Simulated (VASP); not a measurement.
Consider the following.

```
CELL_PARAMETERS angstrom
      0.00000     2.31074     2.31074
      2.31074     0.00000     2.31074
      2.31074     2.31074     0.00000
ATOMIC_POSITIONS crystal
  Na 0.00000 0.00000 0.00000
  F  0.50000 0.50000 0.50000
```

All values below come from vdW-DF2, VASP's PBE PAW potentials (set 64) (plane waves; VASP). Numerical set-up: 520 eV cut-off, 10×10×10 Γ-centred mesh, Gaussian smearing of 0.050 eV, potentials Na_pv F.

### Question
What does the run give for the energy per atom (σ→0), pressure, band gap (on the k-mesh) with the smallest direct gap where there is one?

### Answer

```json
{
 "band gap (on the k-mesh)": "6.25 eV",
 "smallest direct gap (on the k-mesh)": "6.25 eV",
 "energy per atom (σ→0)": "-2.618 eV/atom",
 "pressure": "1.74 GPa"
}
```

The absolute energy has meaning only against runs of the same code, potentials and settings.

The compound is NaF in the rock salt structure. This cell is one point of a volume scan, at 0.97 of the reference volume.
